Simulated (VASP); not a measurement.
The input files of a VASP run:

**POSCAR**
```
Mg
1
    1.6049687509    -2.7799122806     0.0000000000
    1.6050258219     2.7799892789     0.0000000000
    0.0000000000     0.0000000000     5.2100047027
Mg
2
Direct
  0.3333330000   0.6666670000   0.2500000000
  0.6666670000   0.3333330000   0.7500000000
```

### KPOINTS
```
Automatic mesh
0
Gamma
10 10 6
0 0 0
```

**INCAR**
```
SYSTEM = Mg
PREC = Accurate
ENCUT = 400
EDIFF = 1E-6
NELM = 100
ALGO = Normal
LREAL = .FALSE.
LASPH = .TRUE.
ISMEAR = 1
SIGMA = 0.1
GGA = PE
LWAVE = .FALSE.
LCHARG = .FALSE.
ISIF = 2
```

POTCAR, in this order: Mg (PBE.64 set). Program: vasp_std.

What VASP printed:

**standard output**
```
 POSCAR found type information on POSCAR Mg
 POSCAR found :  1 types and       2 ions
 Reading from existing POTCAR
 Reading from existing POTCAR

 -----------------------------------------------------------------------------
|                                                                             |
|           W    W    AA    RRRRR   N    N  II  N    N   GGGG   !!!           |
|           W    W   A  A   R    R  NN   N  II  NN   N  G    G  !!!           |
|           W    W  A    A  R    R  N N  N  II  N N  N  G       !!!           |
|           W WW W  AAAAAA  RRRRR   N  N N  II  N  N N  G  GGG   !            |
|           WW  WW  A    A  R   R   N   NN  II  N   NN  G    G                |
|           W    W  A    A  R    R  N    N  II  N    N   GGGG   !!!           |
|                                                                             |
|     Inconsistent Bravais lattice types found for crystalline and            |
|     reciprocal lattice:                                                     |
|                                                                             |
|        Crystalline: base centered orthorhombic                              |
|        Reciprocal : simple monoclinic                                       |
|                    (instead of base centered orthorhombic)                  |
|                                                                             |
|     In most cases this is due to inaccuracies in the specification of       |
|     the crytalline lattice vectors.                                         |
|                                                                             |
|     Suggested SOLUTIONS:                                                    |
|      ) Refine the lattice parameters of your structure,                     |
|      ) and/or try changing SYMPREC.                                         |
|                                                                             |
 -----------------------------------------------------------------------------

 LDA part: xc-table for (Slater+PW92), standard interpolation

 -----------------------------------------------------------------------------
|                                                                             |
|     EEEEEEE  RRRRRR   RRRRRR   OOOOOOO  RRRRRR      ###     ###     ###     |
|     E        R     R  R     R  O     O  R     R     ###     ###     ###     |
|     E        R     R  R     R  O     O  R     R     ###     ###     ###     |
|     EEEEE    RRRRRR   RRRRRR   O     O  RRRRRR       #       #       #      |
|     E        R   R    R   R    O     O  R   R                               |
|     E        R    R   R    R   O     O  R    R      ###     ###     ###     |
|     EEEEEEE  R     R  R     R  OOOOOOO  R     R     ###     ###     ###     |
|                                                                             |
|     IBZKPT: not all point group operations associated with the symmetry     |
|     operators of the crystalline lattice are members of the point group     |
|     of the reciprocal lattice.                                              |
|                                                                             |
|       ---->  I REFUSE TO CONTINUE WITH THIS SICK JOB ... BYE!!! <----       |
|                                                                             |
 -----------------------------------------------------------------------------
```

**Question.** Read the log: what went wrong, and how is it fixed?

**Answer.** The cause: the lattice vectors carry noise near SYMPREC. VASP stops with an error: IBZKPT: not all point group operations associated with the symmetry operators of the crystalline lattice are members of the point group of the reciprocal lattice. ----> I REFUSE TO CONTINUE WITH THIS SICK JOB ... BYE!!! <---- To mend it, correct POSCAR.
POSCAR:
```
Mg
1
    1.6050000000    -2.7799420000     0.0000000000
    1.6050000000     2.7799420000     0.0000000000
    0.0000000000     0.0000000000     5.2100000000
Mg
2
Direct
  0.3333330000   0.6666670000   0.2500000000
  0.6666670000   0.3333330000   0.7500000000
```
The mended run (PBE GGA, plane waves, VASP's PBE PAW potentials (set 64)) converges, and its OSZICAR ends with
```
   1 F= -.30064760E+01 E0= -.30060827E+01  d E =-.117985E-02
```

The compound is Mg in the hcp structure. The cell was not relaxed at this level.
